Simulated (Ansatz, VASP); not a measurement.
**Al2SbP (CuAu-ordered zincblende type (invented)) in two plane-wave programs**

One calculation is typed for both programs; each brings its own data sets. How far apart do they land? The cell is generated by rule, not measured, and may not be a known phase. The cell is taken from a series of runs on this material, whose earlier steps may have relaxed, scaled, displaced or heated it; both programs get it as it stands.

Method: plane waves, with VASP 6.6.1 beside it; zone-centre phonons at LDA, in Ansatz 0.2.0.

### Step 1. The structure

It takes space group P-4m2 (No. 115, tetragonal). The conventional cell has a = 4.071 Å, b = 4.071 Å, c = 5.777 Å, α = 90.00°, β = 90.00°, γ = 90.00°. Nearest to P lie 4 Al at 2.41 Å. Sb has 4 Al at 2.59 Å nearest. Nearest to Al lie 2 P at 2.41 Å and 2 Sb at 2.59 Å. Farther neighbours are not listed.

### Step 2. VASP: zone-centre phonons, LDA, pair 1

Second derivatives magnify differences that forces hide, and they need a tight electronic threshold.

Lines of VASP's logs that name or quote its potential files are left out, and so is its time.

File INCAR:

```
SYSTEM = Al2SbP
PREC = Accurate
ENCUT = 500
EDIFF = 1E-08
NELM = 120
ISMEAR = -1
SIGMA = 0.05
LREAL = .FALSE.
ALGO = Normal
GGA = PW92
NELECT = 16.16
NBANDS = 14
LORBIT = 11
LWAVE = .FALSE.
LCHARG = .FALSE.
ISIF = 2
IBRION = 8
LASPH = .TRUE.
GGA_COMPAT = .FALSE.
KPAR = 2
```

File POSCAR:

```
Al2SbP
1.0
    4.0711574223      0.0000000000      0.0000000000
    0.0000000000      4.0711574223      0.0000000000
    0.0000000000      0.0000000000      5.7774493459
P Sb Al
1 1 2
Direct
    0.0000000000      0.0000000000      0.0000000000
    0.5000000000      0.5000000000      0.5000000000
    0.0000000000      0.5000000000      0.2221580270
    0.5000000000      0.0000000000      0.7778419730
```

File KPOINTS:

```
Automatic mesh
0
Gamma
8 8 6
0 0 0
```

Potentials, in the order of the species: P, Sb and Al (LDA family, release 64).

Run with:

```
$ mpirun -np 2 vasp_std
```

Numbers of over 12 decimals in the logs are rounded to 6 here.

Output:

```text
[banner, memory and clock lines left out]
running    2 mpi-ranks, on    1 nodes
 distrk:  each k-point on    1 cores,    2 groups
 distr:  one band on    1 cores,    1 groups

 POSCAR found type information on POSCAR P SbAl
 POSCAR found :  3 types and       4 ions
|                                                                             |
|               ----> ADVICE to this user running VASP <----                  |
|                                                                             |
|     You enforced a specific xc type in the INCAR file but a different       |
|     [... a line on the potential file left out ...]
|     I HOPE YOU KNOW WHAT YOU ARE DOING!                                     |
|                                                                             |

 LDA part: xc-table for (Slater(with rela. corr.)+PW92), standard interpolation
 POSCAR, INCAR and KPOINTS ok, starting setup
 FFT: planning ... GRIDC
 FFT: planning ... GRID_SOFT
 FFT: planning ... GRID
 WAVECAR not read
 entering main loop
       N       E                     dE             d eps       ncg     rms          rms(c)
DAV:   1     0.415923930470E+02    0.41592E+02   -0.53223E+03  1680   0.867E+02
DAV:   2    -0.164522453985E+02   -0.58045E+02   -0.52972E+02  2250   0.127E+02
DAV:   3    -0.199921994833E+02   -0.35400E+01   -0.35005E+01  2238   0.336E+01
DAV:   4    -0.200416879918E+02   -0.49489E-01   -0.49465E-01  1980   0.487E+00
DAV:   5    -0.200425531963E+02   -0.86520E-03   -0.86516E-03  2226   0.664E-01BRMIX: very serious problems
 the old and the new charge density differ
 old charge density:    16.00000 new   16.16000
BRMIX: very serious problems
 the old and the new charge density differ
 old charge density:    16.00000 new   16.16000
    0.590E+00
DAV:   6    -0.195343292222E+02    0.50822E+00   -0.64971E-01  1998   0.403E+00    0.358E+00
DAV:   7    -0.194377720971E+02    0.96557E-01   -0.29928E-01  2118   0.271E+00    0.151E+00
DAV:   8    -0.194290926163E+02    0.86795E-02   -0.25437E-02  2046   0.946E-01    0.198E-01
DAV:   9    -0.194290842394E+02    0.83769E-05   -0.33391E-03  2094   0.402E-01    0.741E-02
DAV:  10    -0.194290943367E+02   -0.10097E-04   -0.31755E-04  2170   0.981E-02    0.460E-02
DAV:  11    -0.194291001919E+02   -0.58552E-05   -0.19875E-05  2058   0.274E-02    0.204E-02
DAV:  12    -0.194291035915E+02   -0.33996E-05   -0.49917E-06  2118   0.161E-02    0.338E-03
DAV:  13    -0.194291034539E+02    0.13761E-06   -0.72627E-07  2088   0.594E-03    0.365E-03
DAV:  14    -0.194291034576E+02   -0.37323E-08   -0.17220E-07  2116   0.238E-03    0.445E-04
DAV:  15    -0.194291034575E+02    0.15405E-09   -0.23463E-08  1854   0.971E-04
   1 F= -.19429103E+02 E0= -.19426830E+02  d E =-.454622E-02
 Linear response reoptimize wavefunctions to high precision
DAV:   1    -0.194291034576E+02   -0.88903E-10   -0.10276E-09  1434   0.223E-04
DAV:   2    -0.194291034576E+02   -0.40586E-10   -0.11937E-10  1200   0.824E-05
 Linear response DOF=           7
 Linear response progress:
  Degree of freedom:   1/  7
       N       E                     dE             d eps       ncg     rms          rms(c)
RMM:   1    -0.541165923343E-01   -0.54117E-01    0.57558E-02  8449   0.147E+00
RMM:   2    -0.515827531376E-01    0.25338E-02   -0.24610E-03  5713   0.288E-01    0.111E-01
RMM:   3    -0.517550580749E-01   -0.17230E-03   -0.38074E-04  5873   0.820E-02    0.553E-02
RMM:   4    -0.520700189410E-01   -0.31496E-03   -0.20124E-04  5987   0.516E-02    0.148E-02
RMM:   5    -0.520493019145E-01    0.20717E-04   -0.10696E-05  6255   0.164E-02    0.571E-03
RMM:   6    -0.520528625930E-01   -0.35607E-05   -0.25722E-07  6463   0.273E-03    0.451E-03
RMM:   7    -0.520617604439E-01   -0.88979E-05   -0.21751E-07  6139   0.163E-03    0.317E-04
RMM:   8    -0.520616138922E-01    0.14655E-06   -0.47663E-08  6544   0.377E-04    0.140E-04
RMM:   9    -0.520606788033E-01    0.93509E-06   -0.29722E-08  6474   0.158E-04    0.474E-05
RMM:  10    -0.520610778311E-01   -0.39903E-06   -0.35796E-08  6441   0.829E-05    0.784E-06
RMM:  11    -0.520611122754E-01   -0.34444E-07   -0.12710E-08  6927   0.446E-05    0.684E-06
RMM:  12    -0.520610913784E-01    0.20897E-07    0.56509E-08  6636   0.347E-05    0.725E-07
RMM:  13    -0.520610919118E-01   -0.53341E-09   -0.26898E-08  5409   0.315E-05    0.318E-07
 first order change of Fermi-energy   0.22722E-03
 force on displaced ion       1 direction 1 :  -8.750   0.000  -0.001
 Linear response progress:
  Degree of freedom:   2/  7
       N       E                     dE             d eps       ncg     rms          rms(c)
RMM:   1    -0.595204416502E-01   -0.59520E-01    0.57328E-02  6350   0.148E+00
RMM:   2    -0.569596226851E-01    0.25608E-02   -0.27931E-03  4447   0.299E-01    0.939E-02
RMM:   3    -0.570516736392E-01   -0.92051E-04   -0.38460E-04  4632   0.796E-02    0.478E-02
RMM:   4    -0.572240020670E-01   -0.17233E-03   -0.96819E-05  4709   0.357E-02    0.174E-02
RMM:   5    -0.572613925607E-01   -0.37390E-04   -0.52450E-06  4668   0.137E-02    0.468E-03
RMM:   6    -0.572633436300E-01   -0.19511E-05   -0.27714E-07  4883   0.252E-03    0.366E-03
RMM:   7    -0.572625235491E-01    0.82008E-06   -0.31537E-07  4910   0.119E-03    0.316E-04
RMM:   8    -0.572632132191E-01   -0.68967E-06   -0.68391E-08  4996   0.273E-04    0.145E-04
[...]
RMM:  11    -0.572634987431E-01    0.44387E-07    0.36133E-08  5020   0.537E-05    0.354E-06
RMM:  12    -0.572635039955E-01   -0.52524E-08    0.18956E-08  5108   0.470E-05    0.175E-06
 first order change of Fermi-energy   0.21184E-03
 force on displaced ion       1 direction 3 :   0.000   0.000  -9.445
 Linear response progress:
  Degree of freedom:   3/  7
       N       E                     dE             d eps       ncg     rms          rms(c)
RMM:   1    -0.302541862151E-01   -0.30254E-01    0.20002E-02  7076   0.134E+00
RMM:   2    -0.290743865273E-01    0.11798E-02   -0.18768E-03  6005   0.243E-01    0.671E-02
RMM:   3    -0.291327851676E-01   -0.58399E-04   -0.85551E-05  6181   0.488E-02    0.378E-02
RMM:   4    -0.292895132666E-01   -0.15673E-03   -0.49354E-05  6135   0.290E-02    0.540E-03
RMM:   5    -0.292976737325E-01   -0.81605E-05   -0.20750E-06  6319   0.757E-03    0.119E-03
RMM:   6    -0.292951214712E-01    0.25523E-05    0.10131E-09  6504   0.116E-03    0.713E-04
RMM:   7    -0.292933526859E-01    0.17688E-05    0.16809E-08  6418   0.559E-04    0.938E-05
RMM:   8    -0.292936215814E-01   -0.26890E-06   -0.42336E-09  6613   0.153E-04    0.732E-05
RMM:   9    -0.292934791267E-01    0.14245E-06   -0.61168E-10  6555   0.657E-05    0.102E-05
RMM:  10    -0.292935126166E-01   -0.33490E-07    0.18346E-09  6837   0.317E-05    0.373E-06
RMM:  11    -0.292935069491E-01    0.56675E-08    0.33604E-09  6717   0.251E-05    0.115E-06
 first order change of Fermi-energy  -0.18032E-04
 force on displaced ion       2 direction 1 :  -9.087   0.000  -0.000
 Linear response progress:
  Degree of freedom:   4/  7
       N       E                     dE             d eps       ncg     rms          rms(c)
RMM:   1    -0.362534781902E-01   -0.36253E-01    0.44821E-02  5367   0.134E+00
RMM:   2    -0.351420842052E-01    0.11114E-02   -0.19335E-03  4502   0.250E-01    0.752E-02
RMM:   3    -0.351036146634E-01    0.38470E-04   -0.22215E-04  4564   0.658E-02    0.398E-02
RMM:   4    -0.351767154613E-01   -0.73101E-04   -0.45104E-05  4737   0.290E-02    0.133E-02
RMM:   5    -0.352063781951E-01   -0.29663E-04   -0.39108E-06  4714   0.110E-02    0.181E-03
RMM:   6    -0.352084860327E-01   -0.21078E-05    0.25482E-08  4825   0.255E-03    0.689E-04
RMM:   7    -0.352061041654E-01    0.23819E-05   -0.25736E-07  4877   0.832E-04    0.278E-04
RMM:   8    -0.352057519131E-01    0.35225E-06   -0.47017E-08  5050   0.249E-04    0.628E-05
RMM:   9    -0.352059229405E-01   -0.17103E-06    0.21999E-08  4992   0.105E-04    0.130E-05
RMM:  10    -0.352059772205E-01   -0.54280E-07   -0.24546E-09  5264   0.359E-05    0.495E-06
RMM:  11    -0.352059635125E-01    0.13708E-07    0.43242E-09  5138   0.241E-05    0.142E-06
RMM:  12    -0.352059646530E-01   -0.11405E-08    0.60764E-09  4718   0.170E-05    0.263E-07
 first order change of Fermi-energy  -0.26658E-03
 force on displaced ion       2 direction 3 :   0.000   0.000 -11.471
 Linear response progress:
  Degree of freedom:   5/  7
       N       E                     dE             d eps       ncg     rms          rms(c)
RMM:   1    -0.784289452325E-02   -0.78429E-02    0.58540E-03  8468   0.579E-01
RMM:   2    -0.675847020538E-02    0.10844E-02   -0.54123E-04  5861   0.137E-01    0.513E-02
RMM:   3    -0.672187678684E-02    0.36593E-04   -0.40495E-05  6191   0.337E-02    0.293E-02
RMM:   4    -0.671623474061E-02    0.56420E-05   -0.21345E-05  6072   0.218E-02    0.648E-03
RMM:   5    -0.670672673872E-02    0.95080E-05   -0.15703E-06  6245   0.686E-03    0.676E-04
RMM:   6    -0.670602220596E-02    0.70453E-06   -0.29751E-09  6462   0.106E-03    0.387E-04
RMM:   7    -0.670485160715E-02    0.11706E-05   -0.26608E-08  6334   0.528E-04    0.825E-05
RMM:   8    -0.670475798053E-02    0.93627E-07    0.54398E-09  6529   0.159E-04    0.374E-05
RMM:   9    -0.670477901179E-02   -0.21031E-07    0.25789E-09  6561   0.537E-05    0.484E-06
RMM:  10    -0.670477478813E-02    0.42237E-08    0.74201E-10  6789   0.200E-05    0.232E-06
 first order change of Fermi-energy  -0.46902E-04
 force on displaced ion       3 direction 1 :  -8.765   0.000   0.000
 Linear response progress:
  Degree of freedom:   6/  7
       N       E                     dE             d eps       ncg     rms          rms(c)
RMM:   1    -0.834739053975E-02   -0.83474E-02    0.12122E-02  8828   0.638E-01
RMM:   2    -0.716617054416E-02    0.11812E-02   -0.80306E-04  5814   0.164E-01    0.760E-02
RMM:   3    -0.709847574725E-02    0.67695E-04   -0.12833E-04  6024   0.481E-02    0.418E-02
RMM:   4    -0.711438348976E-02   -0.15908E-04   -0.77528E-05  6008   0.367E-02    0.105E-02
RMM:   5    -0.709838248876E-02    0.16001E-04   -0.64722E-06  6127   0.127E-02    0.203E-03
RMM:   6    -0.710332174837E-02   -0.49393E-05   -0.74174E-07  6233   0.323E-03    0.633E-04
RMM:   7    -0.710179458803E-02    0.15272E-05   -0.52170E-08  6511   0.926E-04    0.250E-04
RMM:   8    -0.710117755166E-02    0.61704E-06    0.11961E-08  6395   0.442E-04    0.668E-05
RMM:   9    -0.710125355200E-02   -0.76000E-07   -0.88750E-09  6600   0.111E-04    0.121E-05
RMM:  10    -0.710126503010E-02   -0.11478E-07   -0.12516E-08  6669   0.298E-05    0.769E-06
RMM:  11    -0.710127233793E-02   -0.73078E-08   -0.94349E-09  6566   0.236E-05    0.216E-06
 first order change of Fermi-energy  -0.22977E-03
 force on displaced ion       3 direction 2 :   0.000  -7.359   0.002
 Linear response progress:
  Degree of freedom:   7/  7
       N       E                     dE             d eps       ncg     rms          rms(c)
RMM:   1    -0.100859882737E-01   -0.10086E-01    0.62365E-03  6980   0.605E-01
RMM:   2    -0.829735571359E-02    0.17886E-02   -0.88400E-04  4511   0.174E-01    0.644E-02
RMM:   3    -0.821126789889E-02    0.86088E-04   -0.34514E-05  4840   0.357E-02    0.389E-02
RMM:   4    -0.815459954181E-02    0.56668E-04   -0.29691E-05  4649   0.274E-02    0.631E-03
RMM:   5    -0.815185867031E-02    0.27409E-05   -0.85689E-07  4839   0.592E-03    0.185E-03
RMM:   6    -0.815098086378E-02    0.87781E-06   -0.16833E-07  4829   0.140E-03    0.600E-04
RMM:   7    -0.815072720144E-02    0.25366E-06   -0.93842E-08  4900   0.521E-04    0.136E-04
RMM:   8    -0.815078793283E-02   -0.60731E-07   -0.17380E-08  4963   0.172E-04    0.380E-05
RMM:   9    -0.815078284312E-02    0.50897E-08    0.10608E-09  5030   0.529E-05    0.137E-05
 first order change of Fermi-energy   0.11926E+01
 force on displaced ion       3 direction 3 :   0.000   0.000 -10.710
 Linear response finished
```

(Continued in part 2 of 3.)

[Lines on the potential files, build, host, timing and source positions are cut from VASP's logs without a mark.]

[Logs are printed without paths, hosts, clocks, repeated set-up lines and the standing remarks that a program may print on its own settings, such as how far it seeks lower states.]

[Hosts, paths, dates, database ids (printed as entryN), source tags and the programs' standing remarks are cut or masked in the printed files.]
